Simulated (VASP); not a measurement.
Set up this calculation in VASP 6.6.1, as the native input.

```yaml
Task: single point
Functional: PBE
Potentials_or_basis: VASP PAW PBE potentials, release 64 (Ir, Cr_pv, Se)
Cutoff: 520 eV
k_mesh: 5 × 3 × 5
Occupations: gaussian, width 0.1671 eV
Spin: no spin polarisation
Dipole_correction: no
Further_INCAR_settings: ALGO = Normal; EDIFF = 1e-07; NBANDS = 38
```

The structure of Cr2IrSe4 lies in POSCAR:

```
Cr2IrSe4
1.0
    0.0000000000      3.6101460000      0.0000000000
    6.2702530000      0.0000000000      0.0000000000
   -3.0273810000      1.8050730000     -5.8786890000
Ir Cr Se
1 2 4
Direct
    0.5000000000      0.5000000000      0.0000000000
    0.2420000000      0.7673000000      0.5160000000
    0.7580000000      0.2327000000      0.4840000000
    0.8700000000      0.4780000000      0.2600000000
    0.1300000000      0.5220000000      0.7400000000
    0.3810000000      0.9420000000      0.2380000000
    0.6190000000      0.0580000000      0.7620000000
```

The cell was built by a generator and needn't be a form met in nature.

The input as run:

INCAR

```
  PREC = Accurate
  ENCUT = 520
  EDIFF = 1E-7
  ISMEAR = 0
  SIGMA = 0.1671
  LREAL = F
  LASPH = T
  NELM = 80
  ALGO = Normal
  ISIF = 2
  LWAVE = F
  LCHARG = T
  GGA = PE
  LELF = T
  LVHAR = T
  NBANDS = 38
```

KPOINTS

```
Automatic mesh
0
Gamma
  5 3 5
```

Potentials or basis: VASP PAW PBE potentials, release 64 (Ir, Cr_pv, Se).

Run with:

```sh
$ cat potpaw_PBE.64/Ir/POTCAR potpaw_PBE.64/Cr_pv/POTCAR potpaw_PBE.64/Se/POTCAR > POTCAR
$ mpirun -np 1 vasp_std > vasp.out
```

It gave:

| Property | Result |
| --- | --- |
| Pressure | -5.0 GPa |
| Largest force | 1.255 eV/Å |
| Band gap on the k mesh | none (metal or under the smearing width) |

Caveat: the k mesh is coarse (spacing up to 0.38 Å⁻¹), so the values aren't converged; the run has no spin polarisation, though such a crystal can be magnetic; forces of over 1 eV/Å show positions far from the minimum, so gaps and moduli don't describe the material at rest.

Run time: 120 s on 1 thread of Intel(R) Xeon(R) 6975P-C (Granite Rapids), with other jobs on the host, peak memory 0.31 GiB.
